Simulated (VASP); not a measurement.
Here is the system:

```
CELL_PARAMETERS angstrom
      0.00000     2.62764     2.62764
      2.62764     0.00000     2.62764
      2.62764     2.62764     0.00000
ATOMIC_POSITIONS crystal
  Na 0.00000 0.00000 0.00000
  Cl 0.50000 0.50000 0.50000
```

Calculation: PBE GGA, VASP's PBE PAW potentials (set 64) (plane waves; VASP). Run with 500 eV cut-off, 9×9×9 Γ-centred mesh, Gaussian smearing of 0.050 eV, potentials Na_pv Cl.

Question: Predict the energy per atom (σ→0), pressure, band gap (on the k-mesh) with the smallest direct gap where there is one.

Answer: 
```
Property                                      Value
-----------------------------------  --------------
band gap (on the k-mesh)                    6.06 eV
smallest direct gap (on the k-mesh)         6.06 eV
energy per atom (σ→0)                -3.265 eV/atom
pressure                                   9.98 GPa
```

The absolute energy has meaning only against runs of the same code, potentials and settings.

The compound is NaCl in the rock salt structure. It was relaxed first under an external pressure of 10 GPa.
